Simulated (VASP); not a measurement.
A convergence study with VASP on WS2 (atoms displaced from the space group 194 structure): one setting is varied, all else stays as given below, so the limit is that of these other settings. The cell's lengths are 1 % over those of the tabulated start and one atom is moved, so it is off equilibrium.

```yaml
crystal:
  lattice:
    - [1.59075, -2.75526, 0.00000]
    - [1.59075, 2.75526, 0.00000]
    - [0.00000, 0.00000, 12.44320]
  atoms:
    - { symbol: W, position: [0.33333, 0.66667, 0.25000] }
    - { symbol: W, position: [0.66667, 0.33333, 0.75000] }
    - { symbol: S, position: [0.33333, 0.66667, 0.87800] }
    - { symbol: S, position: [0.66667, 0.33333, 0.37800] }
    - { symbol: S, position: [0.66667, 0.33333, 0.12200] }
    - { symbol: S, position: [0.35238, 0.68571, 0.62200] }
```

Calculation: LDA (Ceperley-Alder, Perdew-Zunger), VASP's LDA PAW potentials (set 64) (plane waves; VASP 6.6.1). The tightest run used: 1000 eV cut-off, 9×9×2 Γ-centred mesh, Gaussian smearing of 0.050 eV, potentials W_sv S.

Unless said otherwise, spin-orbit coupling is left out, though it shifts the bands of the heavy elements here. Gaps are read on the run's mesh, which can miss a band edge.

Q: The settings run are ENCUT = 150; ENCUT = 250; ENCUT = 350; ENCUT = 450; ENCUT = 550; ENCUT = 600; ENCUT = 650; ENCUT = 700; ENCUT = 750; ENCUT = 800; ENCUT = 850; ENCUT = 1000. From which on does the stress (every component) stay within 0.1 GPa of the tightest run?

A: From ENCUT = 450 on: it is off by 0.07 there and by no more than 0.1 in any finer run, while ENCUT = 350 is off by 0.15.
| setting | E (eV/atom) | pressure (GPa) | largest force (eV/Å) | gap on the mesh (eV) | plane waves | difference judged (GPa) |
|---|---|---|---|---|---|---|
| ENCUT = 150 | -8.7957 | -51.37 | 1.224 | 1.093 | 477 | 43.61 |
| ENCUT = 250 | -8.7158 | -9.95 | 0.995 | 1.026 | 996 | 1.73 |
| ENCUT = 350 | -8.7258 | -8.37 | 1.020 | 1.023 | 1659 | 0.15 |
| ENCUT = 450 | -8.7264 | -8.29 | 1.022 | 1.023 | 2432 | 0.07 |
| ENCUT = 550 | -8.7267 | -8.27 | 1.023 | 1.023 | 3228 | 0.04 |
| ENCUT = 600 | -8.7268 | -8.24 | 1.023 | 1.023 | 3671 | 0.02 |
| ENCUT = 650 | -8.7269 | -8.24 | 1.024 | 1.023 | 4180 | 0.01 |
| ENCUT = 700 | -8.7269 | -8.24 | 1.024 | 1.023 | 4616 | 0.01 |
| ENCUT = 750 | -8.7269 | -8.24 | 1.024 | 1.023 | 5118 | 0.02 |
| ENCUT = 800 | -8.7269 | -8.24 | 1.024 | 1.023 | 5650 | 0.02 |
| ENCUT = 850 | -8.7269 | -8.24 | 1.024 | 1.023 | 6181 | 0.01 |
| ENCUT = 1000 | -8.7269 | -8.23 | 1.024 | 1.023 | 7847 | 0.00 |

Left out are rungs that failed or repeat a setting and relaxations that didn't move; long series are thinned to 24 rows.

The compound is WS2 in the 2H layered structure. The cell was not relaxed at this level, it is distorted from the ideal structure.
